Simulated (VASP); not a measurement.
Input:

```xyz
3
Lattice="0.0000 2.5195 2.5195 2.5195 0.0000 2.5195 2.5195 2.5195 0.0000" Properties=species:S:1:pos:R:3 pbc="T T T"
Cd     0.0000     0.0000     0.0000
F      1.2597     1.2597     1.2597
F      3.7792     3.7792     3.7792
```

Level of theory: LDA (Ceperley-Alder, Perdew-Zunger), VASP's LDA PAW potentials (set 64) (plane waves; VASP). Settings: 620 eV cut-off, 8×8×8 Γ-centred mesh, Gaussian smearing of 0.050 eV, potentials Cd F.

Energy and stress use the plane-wave basis of the starting cell.

Question: The ions, cell shape and volume at an external pressure of 45.0 GPa are relaxed. Predict the relaxed structure.

Answer: 
```xyz
3
Lattice="0.0000 2.4763 2.4763 2.4763 0.0000 2.4763 2.4763 2.4763 0.0000" Properties=species:S:1:pos:R:3 pbc="T T T"
Cd     2.4763     0.0000     2.4763
F      1.2381     1.2381     1.2381
F      3.7144     3.7144     3.7144
```
Space group Fm-3m (225), at a tolerance of 0.03 Å.

Question: How do energy and volume change from the first to the last step?

Answer: The energy (σ→0) changes by +124.8 meV/atom and the volume by -5.1 %, in 4 ionic steps.

The compound is CdF2 in the fluorite structure. This run relaxes it under an external pressure of 45 GPa. Symmetry was kept, so distortions that lower it aren't found.
